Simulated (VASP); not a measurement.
Level of theory: G0W0 on PBE orbitals, VASP's PBE PAW potentials (set 64) (plane waves; VASP).

VASP ran on this input.

**KPOINTS**
```
Regular mesh
0
Gamma
 4 4 4
```

INCAR:
```
SIGMA = 0.01   # width (eV)
LSPECTRALGW = T
PREC = Normal
GGA = PE
ENCUT = 350   # plane-wave cut-off (eV)
LCHARG = F
NELMGW = 1
LWAVE = F
NBANDS = 160
ISMEAR = 0
SYSTEM = Si
LREAL = F   # projection in real space or not
NBANDSGW = 12
ALGO = EVGW0
NOMEGA = 64
ENCUTGW = 200
LASPH = T   # aspherical one-centre terms
```

POSCAR:
```
Si
1
    0.0000000000     2.7155000000     2.7155000000
    2.7155000000     0.0000000000     2.7155000000
    2.7155000000     2.7155000000     0.0000000000
Si
2
Direct
  0.0000000000   0.0000000000   0.0000000000
  0.2500000000   0.2500000000   0.2500000000
```

POTCAR, in this order: Si_GW (PBE.64 set). Program: vasp_std. Read from the step before: WAVECAR, WAVEDER.

Output

File OUTCAR:
```
 ion  position               nearest neighbor table
   1  0.000  0.000  0.000-   2 2.35   2 2.35   2 2.35   2 2.35
   2  0.250  0.250  0.250-   1 2.35   1 2.35   1 2.35   1 2.35
  LATTYP: Found a face centered cubic cell.
 ALAT       =     5.4310000000
 Subroutine PRICEL returns:
 Original cell was already a primitive cell.
 Subroutine GETGRP returns: Found 48 space group operations
The static configuration has the point symmetry T_d .
 The point group associated with its full space group is O_h .
The dynamic configuration has the point symmetry T_d .
 Subroutine INISYM returns: Found 48 space group operations
 Subroutine IBZKPT returns following result:
 Found      8 irreducible k-points:

 Following reciprocal coordinates:
            Coordinates               Weight
  0.000000  0.000000  0.000000      1.000000
  0.250000  0.000000  0.000000      8.000000
  0.500000  0.000000  0.000000      4.000000
  0.250000  0.250000  0.000000      6.000000
  0.500000  0.250000  0.000000     24.000000
 -0.250000  0.250000  0.000000     12.000000
  0.500000  0.500000  0.000000      3.000000
 -0.250000  0.500000  0.250000      6.000000
...
```

**OSZICAR**
```
energies w=
    0.000    0.000    0.298    0.000    0.595    0.000    0.891    0.000
    1.185    0.000    1.476    0.000    1.764    0.000    2.049    0.000
    2.331    0.000    2.608    0.000    2.882    0.000    3.151    0.000
    3.417    0.000    3.679    0.000    3.938    0.000    4.194    0.000
    4.448    0.000    4.699    0.000    4.948    0.000    5.197    0.000
    5.444    0.000    5.691    0.000    5.938    0.000    6.186    0.000
    6.436    0.000    6.688    0.000    6.943    0.000    7.202    0.000
    7.465    0.000    7.734    0.000    8.009    0.000    8.292    0.000
    8.583    0.000    8.885    0.000    9.198    0.000    9.524    0.000
    9.865    0.000   10.223    0.000   10.601    0.000   11.001    0.000
   11.427    0.000   11.883    0.000   12.373    0.000   12.902    0.000
   13.478    0.000   14.107    0.000   14.799    0.000   15.567    0.000
   16.425    0.000   17.390    0.000   18.488    0.000   19.749    0.000
   21.215    0.000   22.939    0.000   24.999    0.000   27.504    0.000
   30.616    0.000   34.585    0.000   39.815    0.000   47.012    0.000
   57.526    0.000   74.300    0.000  105.214    0.000  180.891    0.000
NQ=   1    0.0000    0.0000    0.0000,
 performed        110000 updates of chi_q(r,r)
NQ=   2    0.2500    0.0000    0.0000,
 performed        328000 updates of chi_q(r,r)
NQ=   3    0.5000    0.0000    0.0000,
 performed        515000 updates of chi_q(r,r)
NQ=   4    0.2500    0.2500    0.0000,
 performed        733000 updates of chi_q(r,r)
NQ=   5    0.5000    0.2500    0.0000,
 performed       1035000 updates of chi_q(r,r)
NQ=   6   -0.2500    0.2500    0.0000,
 performed       1306000 updates of chi_q(r,r)
NQ=   7    0.5000    0.5000    0.0000,
 performed       1470000 updates of chi_q(r,r)
NQ=   8   -0.2500    0.5000    0.2500,
 performed       1680000 updates of chi_q(r,r)
 resolving degeneracies of screened two electron integrals
```

**OUTCAR**
```


 k-point   1 :       0.0000    0.0000    0.0000
  band No.  KS-energies  QP-energies   sigma(KS)   V_xc(KS)     V^pw_x(r,r')   Z            occupation Imag(sigma)

      1      -6.4646      -6.9186     -11.1103     -10.4547     -17.4960       0.6925       2.0000       1.1874
      2       5.5053       4.9606     -12.1376     -11.4204     -13.0374       0.7595       2.0000       0.0376
      3       5.5053       4.9606     -12.1376     -11.4204     -13.0374       0.7595       2.0000       0.0376
      4       5.5053       4.9606     -12.1376     -11.4204     -13.0374       0.7595       2.0000       0.0376
      5       8.0496       8.1262     -10.0002     -10.1017      -5.5790       0.7547       0.0000      -0.0705
      6       8.0496       8.1262     -10.0002     -10.1017      -5.5790       0.7547       0.0000      -0.0705
      7       8.0496       8.1262     -10.0002     -10.1017      -5.5790       0.7547       0.0000      -0.0705
      8       8.8661       9.0515     -10.8037     -11.0519      -5.8356       0.7471       0.0000      -0.0891
      9      13.2122      13.3405      -9.8372     -10.0090      -4.2032       0.7471       0.0000      -0.2174
     10      13.2122      13.3405      -9.8372     -10.0090      -4.2032       0.7471       0.0000      -0.2174
     11      13.4596      13.1769      -8.1042      -7.7352      -2.6010       0.7662       0.0000      -0.2859
     12      16.7351      16.5344      -8.5948      -8.3267      -2.2433       0.7484       0.0000      -0.5613

 k-point   2 :       0.2500    0.0000    0.0000
  band No.  KS-energies  QP-energies   sigma(KS)   V_xc(KS)     V^pw_x(r,r')   Z            occupation Imag(sigma)

      1      -5.6646      -6.1083     -11.2131     -10.5361     -17.2359       0.6555       2.0000       1.0408
      2       1.5707       1.0332     -11.4589     -10.7148     -13.7996       0.7224       2.0000       0.1252
      3       4.7417       4.1996     -11.8997     -11.1805     -12.9990       0.7538       2.0000       0.0432
      4       4.7417       4.1996     -11.8997     -11.1805     -12.9990       0.7538       2.0000       0.0432
      5       7.5232       7.5775     -10.0866     -10.1580      -5.7000       0.7600       0.0000      -0.0658
      6       8.9948       9.0672     -10.0406     -10.1369      -5.3390       0.7519       0.0000      -0.0902
      7       8.9948       9.0672     -10.0406     -10.1369      -5.3390       0.7519       0.0000      -0.0902
      8      12.4214      12.4706     -10.5393     -10.6063      -4.8111       0.7339       0.0000      -0.2188
      9      12.6890      12.7230      -9.5674      -9.6129      -4.0092       0.7463       0.0000      -0.2292
     10      12.6890      12.7230      -9.5674      -9.6129      -4.0092       0.7463       0.0000      -0.2292
     11      14.4897      14.2256      -8.2506      -7.8972      -2.4223       0.7474       0.0000      -0.3547
     12      17.3410      17.1535      -8.9608      -8.7043      -2.6091       0.7309       0.0000      -0.5333

 k-point   3 :       0.5000    0.0000    0.0000
  band No.  KS-energies  QP-energies   sigma(KS)   V_xc(KS)     V^pw_x(r,r')   Z            occupation Imag(sigma)

      1      -4.1311      -4.6137     -11.5328     -10.8566     -16.8846       0.7137       2.0000       0.8294
      2      -1.4749      -1.9887     -10.9681     -10.2275     -14.9026       0.6937       2.0000       0.3820
      3       4.3021       3.7362     -11.9095     -11.1549     -13.2482       0.7500       2.0000       0.0496
      4       4.3021       3.7362     -11.9095     -11.1549     -13.2482       0.7500       2.0000       0.0496
      5       7.0332       7.0760     -10.0780     -10.1342      -5.8131       0.7635       0.0000      -0.0604
      6       8.8263       8.8942      -9.5928      -9.6824      -4.9203       0.7582       0.0000      -0.0867
      7       8.8263       8.8942      -9.5928      -9.6824      -4.9203       0.7582       0.0000      -0.0867
      8      13.2224      12.9491      -8.1015      -7.7394      -2.3512       0.7547       0.0000      -0.2980
      9      16.0533      16.0464     -10.1770     -10.1676      -3.6493       0.7351       0.0000      -0.5345
     10      16.0533      16.0464     -10.1770     -10.1676      -3.6493       0.7351       0.0000      -0.5345
     11      16.8363      16.8197     -10.1181     -10.0954      -3.3789       0.7318       0.0000      -0.6164
     12      16.8363      16.8197     -10.1181     -10.0954      -3.3789       0.7318       0.0000      -0.6164

 k-point   4 :       0.2500    0.2500    0.0000
  band No.  KS-energies  QP-energies   sigma(KS)   V_xc(KS)     V^pw_x(r,r')   Z            occupation Imag(sigma)

      1      -5.3822      -5.8451     -11.2302     -10.5543     -17.1295       0.6848       2.0000       1.0073
      2       1.9853       1.4608     -11.9727     -11.2520     -14.1538       0.7276       2.0000       0.1113
      3       3.6073       3.0479     -11.5519     -10.8012     -13.0509       0.7453       2.0000       0.0581
      4       3.6073       3.0479     -11.5519     -10.8012     -13.0509       0.7453       2.0000       0.0581
      5       6.6194       6.5924      -9.4296      -9.3944      -5.3686       0.7682       0.0000      -0.0565
      6       8.6222       8.6199      -9.1507      -9.1477      -4.4921       0.7632       0.0000      -0.0835
      7      11.2538      11.3262     -10.5954     -10.6949      -5.2001       0.7283       0.0000      -0.1642
      8      11.2538      11.3262     -10.5954     -10.6949      -5.2001       0.7283       0.0000      -0.1642
      9      13.5655      13.6834     -10.7172     -10.8771      -4.7992       0.7378       0.0000      -0.2828
     10      14.4246      14.5218      -9.9032     -10.0325      -3.9325       0.7513       0.0000      -0.3479
     11      16.9379      16.7216      -8.8258      -8.5344      -2.5924       0.7425       0.0000      -0.4930
     12      18.4993      18.3087      -9.1178      -8.8653      -2.3034       0.7547       0.0000      -0.7975

 k-point   5 :       0.5000    0.2500    0.0000
  band No.  KS-energies  QP-energies   sigma(KS)   V_xc(KS)     V^pw_x(r,r')   Z            occupation Imag(sigma)

      1      -3.7449      -4.2188     -11.4736     -10.7972     -16.6396       0.7006       2.0000       0.7542
      2      -0.8844      -1.3927     -11.5135     -10.7924     -15.2104       0.7049       2.0000       0.3290
      3       1.9603       1.4013     -11.0292     -10.2660     -13.0235       0.7324       2.0000       0.0995
      4       3.2921       2.7170     -11.5722     -10.7963     -13.2460       0.7412       2.0000       0.0651
      5       7.0094       6.9820      -9.2592      -9.2235      -5.0510       0.7687       0.0000      -0.0610
      6       9.9434       9.9179      -9.6706      -9.6367      -4.7407       0.7501       0.0000      -0.1132
      7      11.2423      11.3086     -10.4361     -10.5259      -5.0138       0.7381       0.0000      -0.1681
      8      11.4112      11.4728     -10.0657     -10.1491      -4.6172       0.7392       0.0000      -0.1805
      9      15.7112      15.6500      -9.9639      -9.8808      -3.3766       0.7360       0.0000      -0.5026
     10      16.0365      16.0266     -10.1860     -10.1726      -3.6292       0.7321       0.0000      -0.5324
     11      17.6564      17.6812     -10.3433     -10.3770      -3.4566       0.7381       0.0000      -0.7059
     12      18.2112      18.1836     -10.1560     -10.1186      -3.3188       0.7382       0.0000      -0.6692

 k-point   6 :      -0.2500    0.2500    0.0000
  band No.  KS-energies  QP-energies   sigma(KS)   V_xc(KS)     V^pw_x(r,r')   Z            occupation Imag(sigma)

      1      -4.4197      -4.8975     -11.3880     -10.6955     -16.8456       0.6900       2.0000       0.8589
      2       0.0191      -0.5001     -11.6648     -10.9349     -14.8990       0.7114       2.0000       0.2396
      3       1.7406       1.1753     -10.8663     -10.0973     -12.9515       0.7351       2.0000       0.1096
      4       4.1719       3.6151     -11.7951     -11.0521     -13.0954       0.7494       2.0000       0.0498
      5       7.9393       7.9716      -9.5623      -9.6047      -5.0780       0.7611       0.0000      -0.0721
      6      10.2778      10.3674     -10.0689     -10.1896      -4.8050       0.7426       0.0000      -0.1433
      7      10.6369      10.6084     -10.3136     -10.2756      -5.3482       0.7506       0.0000      -0.1266
      8      11.6411      11.6752      -9.9482      -9.9945      -4.3333       0.7372       0.0000      -0.1933
      9      11.9413      11.9406      -9.5122      -9.5114      -4.2255       0.7507       0.0000      -0.1850
     10      15.1329      15.1066     -10.0641     -10.0278      -3.5229       0.7273       0.0000      -0.4619
     11      18.1193      17.9567      -9.0960      -8.8731      -2.6082       0.7294       0.0000      -0.5928
     12      18.6989      18.7529     -10.6602     -10.7323      -3.5096       0.7481       0.0000      -0.7981

 k-point   7 :       0.5000    0.5000    0.0000
  band No.  KS-energies  QP-energies   sigma(KS)   V_xc(KS)     V^pw_x(r,r')   Z            occupation Imag(sigma)

      1      -2.3180      -2.7918     -11.5535     -10.8705     -16.0268       0.6935       2.0000       0.5164
      2      -2.3180      -2.7918     -11.5535     -10.8705     -16.0268       0.6935       2.0000       0.5164
      3       2.6436       2.0550     -11.4673     -10.6644     -13.4430       0.7331       2.0000       0.0812
      4       2.6436       2.0550     -11.4673     -10.6644     -13.4430       0.7331       2.0000       0.0812
      5       6.1990       6.1375      -9.0524      -8.9728      -5.0383       0.7737       0.0000      -0.0549
      6       6.1990       6.1375      -9.0524      -8.9728      -5.0383       0.7737       0.0000      -0.0549
      7      15.6038      15.6447     -10.7152     -10.7721      -3.7000       0.7185       0.0000      -0.5480
      8      15.6038      15.6447     -10.7152     -10.7721      -3.7000       0.7185       0.0000      -0.5480
      9      16.4865      16.4787     -10.5244     -10.5139      -4.0003       0.7401       0.0000      -0.5581
...
```
(Selected blocks of OUTCAR.)

The mesh is coarse and the basis finite, so the quasiparticle values are not converged.

The compound is Si in the diamond structure. The cell was not relaxed at this level. The k-mesh is coarse (spacing up to 0.50 per Å, 2π included), so the numbers may not be converged in it.
